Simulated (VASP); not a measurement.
These are PBE GGA, VASP's PBE PAW potentials (set 64) (plane waves; VASP 6.6.1) values and carry that method's errors.

VASP ran on this input.

KPOINTS:
```
k-points along high-symmetry lines
10
Line-mode
Reciprocal
  0.000000   0.000000   0.000000 ! GAMMA
 -0.000000   0.500000   0.000000 ! M

 -0.000000   0.500000   0.000000 ! M
 -0.333333   0.666667   0.000000 ! K

 -0.333333   0.666667   0.000000 ! K
  0.000000   0.000000   0.000000 ! GAMMA

  0.000000   0.000000   0.000000 ! GAMMA
  0.000000   0.000000   0.500000 ! A

  0.000000   0.000000   0.500000 ! A
 -0.000000   0.500000   0.500000 ! L

 -0.000000   0.500000   0.500000 ! L
 -0.333333   0.666667   0.500000 ! H

 -0.333333   0.666667   0.500000 ! H
  0.000000   0.000000   0.500000 ! A

 -0.000000   0.500000   0.500000 ! L
 -0.000000   0.500000   0.000000 ! M

 -0.333333   0.666667   0.500000 ! H
 -0.333333   0.666667   0.000000 ! K
```

### INCAR
```
ALGO  =  Normal   # blocked Davidson
LREAL  =  .FALSE.   # projection in real space or not
ISMEAR  =  0
GGA  =  PE   # PBE
PREC  =  Accurate
LASPH  =  .TRUE.
NELM  =  100   # most electronic steps
LMAXMIX  =  4   # l cut-off of mixed one-centre charges
SYSTEM  =  Tc
ENCUT  =  400   # plane-wave cut-off (eV)
ICHARG  =  11   # fixed density
LORBIT  =  11
EDIFF  =  1E-7
LCHARG  =  .FALSE.
SIGMA  =  0.05
LWAVE  =  .FALSE.
```

### POSCAR
```
Tc
1
    1.3724620937    -2.3771744735     0.0000000000
    1.3724620937     2.3771744735    -0.0000000000
   -0.0000000000     0.0000000000     4.3974216113
Tc
2
Direct
  0.3333330000   0.6666670000   0.2500000000
  0.6666670000   0.3333330000   0.7500000000
```

POTCAR, in this order: Tc_pv (PBE.64 set). Program: vasp_std. Read from the step before: CHGCAR.

The run wrote:

OSZICAR:
```
       N       E                     dE             d eps       ncg     rms          rms(c)
DAV:   1     0.272484467762E+03    0.27248E+03   -0.15013E+04  3148   0.133E+03
DAV:   2    -0.140071612260E+02   -0.28649E+03   -0.28327E+03  3447   0.412E+02
DAV:   3    -0.207335005298E+02   -0.67263E+01   -0.64940E+01  3708   0.722E+01
DAV:   4    -0.207850463313E+02   -0.51546E-01   -0.51481E-01  3288   0.658E+00
DAV:   5    -0.207855574818E+02   -0.51115E-03   -0.51113E-03  3519   0.604E-01
DAV:   6    -0.207855657808E+02   -0.82990E-05   -0.83008E-05  3515   0.670E-02
DAV:   7    -0.207855659320E+02   -0.15128E-06   -0.15061E-06  3494   0.841E-03
DAV:   8    -0.207855659376E+02   -0.56152E-08   -0.38594E-08  2089   0.119E-03
   1 F= -.20785566E+02 E0= -.20782344E+02  d E =-.644301E-02
```

### OUTCAR
```
 val. band max:       12.5163864366   @ k =   0.0000   0.0000   0.0556

 cond. band min:      12.5284770179   @ k =  -0.3333   0.6667   0.1111



 k-point     1 :       0.0000    0.0000    0.0000
  band No.  band energies     occupation
      1     -26.8434      2.00000
      2     -25.7460      2.00000
      3     -25.7460      2.00000
      4     -25.5598      2.00000
      5     -25.5598      2.00000
      6     -25.5216      2.00000
      7       5.2991      2.00000
      8       7.2009      2.00000
      9      11.0615      2.00000
     10      11.0615      2.00000
     11      11.1395      2.00000
     12      11.7782      2.00000
     13      11.7782      2.00000
     14      12.4673      1.91289
     15      12.4673      1.91273
     16      14.2844      0.00000
     17      15.1224      0.00000

 k-point     2 :       0.0000    0.0556    0.0000
  band No.  band energies     occupation
      1     -26.8309      2.00000
      2     -25.7743      2.00000
      3     -25.7553      2.00000
      4     -25.5892      2.00000
      5     -25.5637      2.00000
      6     -25.5269      2.00000
      7       5.4156      2.00000
      8       7.2963      2.00000
      9      10.7723      2.00000
     10      11.1606      2.00000
     11      11.3939      2.00000
     12      11.7153      2.00000
     13      11.8705      2.00000
     14      12.3305      2.00000
     15      12.3874      1.99993
     16      13.5233      0.00000
     17      15.1735      0.00000

 k-point     3 :       0.0000    0.1111    0.0000
  band No.  band energies     occupation
      1     -26.7940      2.00000
      2     -25.8554      2.00000
      3     -25.7813      2.00000
      4     -25.6734      2.00000
      5     -25.5753      2.00000
      6     -25.5429      2.00000
      7       5.7520      2.00000
      8       7.5581      2.00000
      9      10.4030      2.00000
     10      11.4537      2.00000
     11      11.5049      2.00000
     12      11.7496      2.00000
...
```

The density is held fixed in this step, so its total energy and stress have no physical meaning.

The compound is Tc in the hcp structure. It was relaxed first.
